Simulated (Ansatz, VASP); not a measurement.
# Cross-check of HfO2 between VASP and Ansatz

Aim: how closely do two programs agree when they are given the same cell, functional and k mesh? The cell is taken from a series of runs on this material, whose earlier steps may have relaxed, scaled, displaced or heated it; both programs get it as it stands.

Program: Ansatz 0.2.0. Level of theory: plane waves, with VASP 6.6.1 beside it; zone-centre phonons at LDA. Results are calculated unless marked as measured.

## (1) The structure

The structure is monoclinic, space group P2_1/c (No. 14). The conventional cell has a = 5.003 Å, b = 5.140 Å, c = 5.152 Å, α = 90.00°, β = 99.13°, γ = 90.00°. Nearest to O lie 4 Hf at 2.10 to 2.19 Å. O has 3 Hf at 2.02 to 2.13 Å nearest. Hf has 7 O at 2.02 to 2.19 Å nearest. Farther neighbours and most contacts between anions are not listed.

As a file:

```
O Hf
1.0
     5.00337    0.00000    0.01063
     0.00000    5.13963    0.00000
    -0.82862    0.00000    5.08470
O Hf
8 4
Direct
  0.44431 0.75986 0.48382
  0.55569 0.25986 0.01618
  0.55569 0.24014 0.51618
  0.44431 0.74014 0.98382
  0.07928 0.35270 0.32755
  0.92072 0.85270 0.17245
  0.92072 0.64730 0.67245
  0.07928 0.14730 0.82755
  0.27814 0.04194 0.20881
  0.72186 0.54194 0.29119
  0.72186 0.95806 0.79119
  0.27814 0.45806 0.70881
```

## (2) VASP: zone-centre phonons, LDA

Second derivatives magnify differences that forces hide, and they need a tight electronic threshold.

Lines of VASP's logs that name or quote its potential files are left out, and so is its time.

INCAR reads:

```
SYSTEM = HfO2
PREC = Accurate
ENCUT = 600
EDIFF = 1E-08
NELM = 120
ISMEAR = 0
SIGMA = 0.01
LREAL = .FALSE.
ALGO = Normal
GGA = PW92
NBANDS = 56
LASPH = .TRUE.
LORBIT = 11
LWAVE = .FALSE.
LCHARG = .FALSE.
ISIF = 2
IBRION = 8
LEPSILON = .TRUE.
GGA_COMPAT = .FALSE.
EFERMI = MIDGAP
KPAR = 2
```

POSCAR reads:

```
HfO2
1.0
    5.0033686657      0.0000000000      0.0106305139
    0.0000000000      5.1396270806      0.0000000000
   -0.8286204167      0.0000000000      5.0846964415
O Hf
8 4
Direct
    0.4443141681      0.7598616924      0.4838242042
    0.5556858319      0.2598616924      0.0161757958
    0.5556858319      0.2401383076      0.5161757958
    0.4443141681      0.7401383076      0.9838242042
    0.0792750218      0.3527010563      0.3275536940
    0.9207249782      0.8527010563      0.1724463060
    0.9207249782      0.6472989437      0.6724463060
    0.0792750218      0.1472989437      0.8275536940
    0.2781383826      0.0419362753      0.2088145388
    0.7218616174      0.5419362753      0.2911854612
    0.7218616174      0.9580637247      0.7911854612
    0.2781383826      0.4580637247      0.7088145388
```

KPOINTS reads:

```
Automatic mesh
0
Gamma
4 4 4
0 0 0
```

PAW data sets: O and Hf_pv (LDA family, release 64).

Launch:

```console
mpirun -np 2 vasp_std
```

Numbers of over 12 decimals in the logs are rounded to 6 here.

The log of the run:

```text
[banner, memory and clock lines left out]
running    2 mpi-ranks, on    1 nodes
 distrk:  each k-point on    1 cores,    2 groups
 distr:  one band on    1 cores,    1 groups

 POSCAR found type information on POSCAR O Hf
 POSCAR found :  2 types and      12 ions
|                                                                             |
|               ----> ADVICE to this user running VASP <----                  |
|                                                                             |
|     You enforced a specific xc type in the INCAR file but a different       |
|     [... a line on the potential file left out ...]
|     I HOPE YOU KNOW WHAT YOU ARE DOING!                                     |
|                                                                             |

 LDA part: xc-table for (Slater(with rela. corr.)+PW92), standard interpolation
 POSCAR, INCAR and KPOINTS ok, starting setup
 FFT: planning ... GRIDC
 FFT: planning ... GRID_SOFT
 FFT: planning ... GRID
 WAVECAR not read
 entering main loop
       N       E                     dE             d eps       ncg     rms          rms(c)
DAV:   1     0.587530843613E+03    0.58753E+03   -0.54828E+04  3360   0.177E+03
DAV:   2    -0.118471397781E+03   -0.70600E+03   -0.68456E+03  4224   0.433E+02
DAV:   3    -0.153462985466E+03   -0.34992E+02   -0.34859E+02  3960   0.863E+01
DAV:   4    -0.153904882490E+03   -0.44190E+00   -0.44109E+00  4184   0.105E+01
DAV:   5    -0.153911461674E+03   -0.65792E-02   -0.65773E-02  4024   0.121E+00    0.122E+02
DAV:   6    -0.133694211762E+03    0.20217E+02   -0.10510E+02  3760   0.415E+01    0.100E+02
DAV:   7    -0.133165324637E+03    0.52889E+00   -0.55970E+00  4056   0.116E+01    0.518E+01
DAV:   8    -0.133070725883E+03    0.94599E-01   -0.34354E-01  3904   0.311E+00    0.868E+00
DAV:   9    -0.133042954007E+03    0.27772E-01   -0.11683E-01  3832   0.179E+00    0.436E+00
DAV:  10    -0.133040751433E+03    0.22026E-02   -0.10281E-02  4160   0.496E-01    0.766E-01
DAV:  11    -0.133040782200E+03   -0.30767E-04   -0.13174E-03  4040   0.195E-01    0.351E-01
DAV:  12    -0.133040793848E+03   -0.11648E-04   -0.33998E-04  3936   0.916E-02    0.169E-01
DAV:  13    -0.133040780129E+03    0.13719E-04   -0.95085E-05  3840   0.431E-02    0.177E-02
DAV:  14    -0.133040779698E+03    0.43115E-06   -0.93244E-06  4168   0.152E-02    0.365E-02
DAV:  15    -0.133040779751E+03   -0.53024E-07   -0.14097E-06  3952   0.535E-03    0.868E-03
DAV:  16    -0.133040779742E+03    0.92205E-08   -0.85701E-08  3856   0.137E-03
   1 F= -.13304078E+03 E0= -.13304078E+03  d E =0.000000E+00
 Linear response reoptimize wavefunctions to high precision
DAV:   1    -0.133040779739E+03    0.23829E-08   -0.30970E-08  3456   0.857E-04
DAV:   2    -0.133040779740E+03   -0.23829E-09   -0.25075E-09  2384   0.254E-04
DAV:   3    -0.133040779740E+03    0.23647E-10   -0.20657E-10  2392   0.726E-05
 Linear response G [H, r] |phi>, progress :
  Direction:   1
       N       E                     dE             d eps       ncg     rms
RMM:   1    -0.369463031325E+03   -0.36946E+03    0.30195E+03  4821   0.235E+02
RMM:   2    -0.354255286408E+03    0.15208E+02   -0.14879E+02  5416   0.420E+01
RMM:   3    -0.355786140092E+03   -0.15309E+01   -0.10427E+01  6587   0.752E+00
RMM:   4    -0.355824749967E+03   -0.38610E-01   -0.74635E-01  7120   0.166E+00
RMM:   5    -0.355823308703E+03    0.14413E-02   -0.43617E-02  6660   0.395E-01
RMM:   6    -0.355823786132E+03   -0.47743E-03   -0.47740E-03  6972   0.111E-01
RMM:   7    -0.355823839313E+03   -0.53181E-04   -0.73553E-04  6859   0.395E-02
RMM:   8    -0.355823891513E+03   -0.52200E-04   -0.90770E-04  6808   0.218E-02
RMM:   9    -0.355823844488E+03    0.47026E-04   -0.53481E-04  6699   0.188E-02
RMM:  10    -0.355823888349E+03   -0.43861E-04   -0.26345E-04  6753   0.181E-02
RMM:  11    -0.355823824870E+03    0.63478E-04    0.91448E-04  6794   0.179E-02
RMM:  12    -0.355823817920E+03    0.69501E-05    0.49170E-04  6678   0.178E-02
 Linear response G [H, r] |phi>, progress :
  Direction:   2
       N       E                     dE             d eps       ncg     rms
RMM:   1    -0.369406422328E+03   -0.36941E+03    0.30881E+03  4809   0.236E+02
RMM:   2    -0.354075798533E+03    0.15331E+02   -0.15628E+02  5385   0.424E+01
RMM:   3    -0.355755904443E+03   -0.16801E+01   -0.10852E+01  6535   0.767E+00
RMM:   4    -0.355805515273E+03   -0.49611E-01   -0.79925E-01  7159   0.170E+00
RMM:   5    -0.355803090019E+03    0.24253E-02   -0.41312E-02  6665   0.395E-01
RMM:   6    -0.355803461143E+03   -0.37112E-03   -0.50779E-03  7107   0.112E-01
RMM:   7    -0.355803494863E+03   -0.33720E-04   -0.86957E-04  6894   0.388E-02
RMM:   8    -0.355803510346E+03   -0.15483E-04   -0.12811E-03  6978   0.214E-02
RMM:   9    -0.355803510663E+03   -0.31770E-06   -0.13011E-03  6828   0.184E-02
[...]
first order change of Fermi-energy  -0.83701E-01
 force on displaced ion       5 direction 2 :   9.306 -14.998  -3.867
 Born effective charge ion    5 direction 2 :   1.016  -2.610  -0.575
 Linear response progress:
  Degree of freedom:   6/  9
       N       E                     dE             d eps       ncg     rms          rms(c)
RMM:   1    -0.369403504579E+00   -0.36940E+00    0.27067E-01  9099   0.218E+00
[...]
RMM:   8    -0.235993653466E+00   -0.19409E-05   -0.13631E-06  8091   0.211E-03    0.325E-03
RMM:   9    -0.235995395022E+00   -0.17416E-05   -0.97248E-07  7471   0.136E-03    0.227E-03
RMM:  10    -0.235995316521E+00    0.78501E-07    0.77553E-08  8954   0.536E-04    0.339E-04
RMM:  11    -0.235995130899E+00    0.18562E-06    0.23038E-06  9011   0.356E-04    0.781E-05
RMM:  12    -0.235995106349E+00    0.24550E-07    0.28506E-06  8800   0.317E-04    0.598E-05
RMM:  13    -0.235995143880E+00   -0.37531E-07    0.26185E-06  9122   0.304E-04    0.221E-05
RMM:  14    -0.235995112013E+00    0.31867E-07    0.30723E-06  8819   0.297E-04    0.957E-06
RMM:  15    -0.235995146561E+00   -0.34548E-07    0.23704E-06  9132   0.294E-04    0.677E-06
RMM:  16    -0.235995160831E+00   -0.14270E-07    0.25722E-06  9214   0.292E-04    0.211E-06
RMM:  17    -0.235995148571E+00    0.12260E-07    0.24247E-06  9040   0.292E-04    0.144E-06
RMM:  18    -0.235995162340E+00   -0.13769E-07    0.26048E-06  9104   0.291E-04    0.963E-07
RMM:  19    -0.235995157307E+00    0.50339E-08    0.23216E-06  9079   0.291E-04    0.753E-07
RMM:  20    -0.235995159491E+00   -0.21844E-08    0.27510E-06  9114   0.291E-04    0.697E-07
RMM:  21    -0.235995151991E+00    0.75004E-08    0.23623E-06  9177   0.291E-04    0.733E-07
RMM:  22    -0.235995160615E+00   -0.86241E-08    0.27763E-06  9297   0.291E-04    0.646E-07
 first order change of Fermi-energy   0.30360E+00
 force on displaced ion       9 direction 1 : -22.735  -0.217  -0.426
 Born effective charge ion    9 direction 1 :   5.333  -0.077   0.253
 Linear response progress:
  Degree of freedom:   8/  9
       N       E                     dE             d eps       ncg     rms          rms(c)
RMM:   1    -0.247508980909E+00   -0.24751E+00    0.25827E+00  4827   0.621E+00
RMM:   2    -0.237691642846E+00    0.98173E-02   -0.41393E-02  6060   0.806E-01    0.104E+00
RMM:   3    -0.236833704164E+00    0.85794E-03   -0.19286E-03  7390   0.139E-01    0.621E-01
RMM:   4    -0.235980580303E+00    0.85312E-03   -0.63801E-04  7708   0.898E-02    0.203E-01
RMM:   5    -0.235785428525E+00    0.19515E-03   -0.18364E-04  9030   0.291E-02    0.473E-02
RMM:   6    -0.235817518049E+00   -0.32090E-04   -0.25263E-06  7479   0.117E-02    0.349E-02
RMM:   7    -0.235829129909E+00   -0.11612E-04   -0.40868E-06  8737   0.357E-03    0.306E-02
RMM:   8    -0.235831423592E+00   -0.22937E-05   -0.78044E-06  8271   0.237E-03    0.338E-03
RMM:   9    -0.235833862783E+00   -0.24392E-05   -0.69227E-06  7375   0.139E-03    0.131E-03
RMM:  10    -0.235833720101E+00    0.14268E-06   -0.34471E-06  8866   0.578E-04    0.217E-04
RMM:  11    -0.235833667237E+00    0.52864E-07   -0.59078E-07  8761   0.386E-04    0.973E-05
RMM:  12    -0.235833711725E+00   -0.44488E-07   -0.10044E-06  8783   0.349E-04    0.106E-04
RMM:  13    -0.235833828130E+00   -0.11641E-06   -0.13364E-06  8956   0.331E-04    0.304E-05
RMM:  14    -0.235833576421E+00    0.25171E-06    0.21679E-07  9004   0.325E-04    0.110E-05
RMM:  15    -0.235833702369E+00   -0.12595E-06   -0.31470E-08  9138   0.323E-04    0.396E-06
RMM:  16    -0.235833672755E+00    0.29613E-07   -0.97493E-07  9354   0.321E-04    0.378E-06
RMM:  17    -0.235833675963E+00   -0.32076E-08    0.20269E-07  9181   0.321E-04    0.366E-06
RMM:  18    -0.235833637081E+00    0.38882E-07   -0.59574E-07  9220   0.321E-04    0.187E-06
RMM:  19    -0.235833679613E+00   -0.42532E-07    0.24539E-07  9243   0.320E-04    0.845E-07
RMM:  20    -0.235833613303E+00    0.66310E-07   -0.32651E-07  9292   0.321E-04    0.864E-07
RMM:  21    -0.235833694209E+00   -0.80906E-07    0.18924E-07  9323   0.320E-04    0.839E-07
RMM:  22    -0.235833609195E+00    0.85014E-07   -0.26222E-07  9424   0.321E-04    0.884E-07
 first order change of Fermi-energy  -0.27631E+00
 force on displaced ion       9 direction 2 :  -0.216 -24.344   0.245
 Born effective charge ion    9 direction 2 :  -0.441   5.387   0.369
 Linear response progress:
  Degree of freedom:   9/  9
       N       E                     dE             d eps       ncg     rms          rms(c)
RMM:   1    -0.249696132591E+00   -0.24970E+00    0.24455E+00  4857   0.611E+00
RMM:   2    -0.238435774362E+00    0.11260E-01   -0.41714E-02  6056   0.803E-01    0.102E+00
RMM:   3    -0.237865762574E+00    0.57001E-03   -0.18791E-03  7282   0.130E-01    0.603E-01
RMM:   4    -0.237121752248E+00    0.74401E-03   -0.54661E-04  8095   0.723E-02    0.184E-01
RMM:   5    -0.236950051317E+00    0.17170E-03   -0.12842E-04  8998   0.219E-02    0.393E-02
RMM:   6    -0.236974430226E+00   -0.24379E-04   -0.11933E-05  7661   0.892E-03    0.288E-02
RMM:   7    -0.236979835655E+00   -0.54054E-05    0.88581E-06  8767   0.286E-03    0.227E-02
RMM:   8    -0.236979276492E+00    0.55916E-06    0.69618E-06  8446   0.161E-03    0.251E-03
RMM:   9    -0.236981935993E+00   -0.26595E-05   -0.11178E-05  7912   0.788E-04    0.370E-04
RMM:  10    -0.236981754037E+00    0.18196E-06   -0.68770E-06  8986   0.421E-04    0.518E-04
RMM:  11    -0.236981374523E+00    0.37951E-06   -0.30310E-06  9125   0.338E-04    0.153E-04
RMM:  12    -0.236981508670E+00   -0.13415E-06   -0.38096E-06  9213   0.310E-04    0.993E-05
RMM:  13    -0.236980997002E+00    0.51167E-06    0.13313E-06  9203   0.300E-04    0.257E-05
RMM:  14    -0.236981233295E+00   -0.23629E-06   -0.72661E-07  9266   0.295E-04    0.510E-06
RMM:  15    -0.236981186103E+00    0.47191E-07   -0.10054E-06  9459   0.292E-04    0.565E-06
RMM:  16    -0.236981317469E+00   -0.13137E-06   -0.18596E-06  9439   0.292E-04    0.415E-06
RMM:  17    -0.236981284275E+00    0.33194E-07   -0.18906E-06  9212   0.291E-04    0.113E-06
RMM:  18    -0.236981320978E+00   -0.36703E-07   -0.17201E-06  9251   0.291E-04    0.274E-06
RMM:  19    -0.236981383562E+00   -0.62584E-07   -0.30098E-06  9253   0.291E-04    0.947E-07
RMM:  20    -0.236981298465E+00    0.85096E-07   -0.17567E-06  9359   0.291E-04    0.108E-06
RMM:  21    -0.236981304372E+00   -0.59067E-08   -0.21151E-06  9426   0.291E-04    0.804E-07
RMM:  22    -0.236981290530E+00    0.13842E-07   -0.15205E-06  9477   0.291E-04    0.836E-07
RMM:  23    -0.236981336861E+00   -0.46331E-07   -0.24391E-06  9557   0.291E-04    0.867E-07
RMM:  24    -0.236981270181E+00    0.66680E-07   -0.14743E-06  9612   0.291E-04    0.855E-07
 first order change of Fermi-energy   0.26180E+00
 force on displaced ion       9 direction 3 :  -0.419   0.240 -23.110
 Born effective charge ion    9 direction 3 :   0.247   0.133   4.712
 Born effective charges drift removed
 Linear response finished
```

[end of part 1 of 3]

[Lines on the potential files, build, host, timing and source positions are cut from VASP's logs without a mark.]

[Logs are printed without paths, hosts, clocks, repeated set-up lines and the standing remarks that a program may print on its own settings, such as how far it seeks lower states.]

[Hosts, paths, dates, database ids (printed as entryN), source tags and the programs' standing remarks are cut or masked in the printed files.]
